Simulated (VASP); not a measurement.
Here is the system:

```xyz
1
Lattice="0.0000 1.9691 1.9691 1.9691 0.0000 1.9691 1.9691 1.9691 0.0000" Properties=species:S:1:pos:R:3 pbc="T T T"
Pd     0.0000     0.0000     0.0000
```

All values below come from PBE GGA, VASP's PBE PAW potentials (set 64) (plane waves; VASP 6.6.1). Numerical set-up: 480 eV cut-off, 14×14×14 Γ-centred mesh, first-order Methfessel-Paxton smearing of 0.10 eV, potentials Pd.

Energy and stress use the plane-wave basis of the starting cell.

### Question
The ions, cell shape and volume at an external pressure of 10.0 GPa are relaxed. What does this cell relax into?

### Answer

```xyz
1
Lattice="0.0000 1.9373 1.9373 1.9373 0.0000 1.9373 1.9373 1.9373 0.0000" Properties=species:S:1:pos:R:3 pbc="T T T"
Pd     0.0000     0.0000     0.0000
```
Space group Fm-3m (225), at a tolerance of 0.03 Å.

### Question
How do energy and volume change from the first to the last step?

### Answer
The energy (σ→0) changes by +22.7 meV/atom and the volume by -4.8 %, in 4 ionic steps.

```csv
step,E(σ→0) (eV),max force (eV/Å),pressure (GPa),volume (Å³)
1,-5.2058,0.000,0.54,15.27
2,-5.0317,0.000,33.01,13.36
3,-5.1841,0.000,9.72,14.56
4,-5.1831,0.000,9.98,14.54
```

The compound is Pd in the fcc structure. This run relaxes it under an external pressure of 10 GPa. Symmetry was kept, so distortions that lower it aren't found.
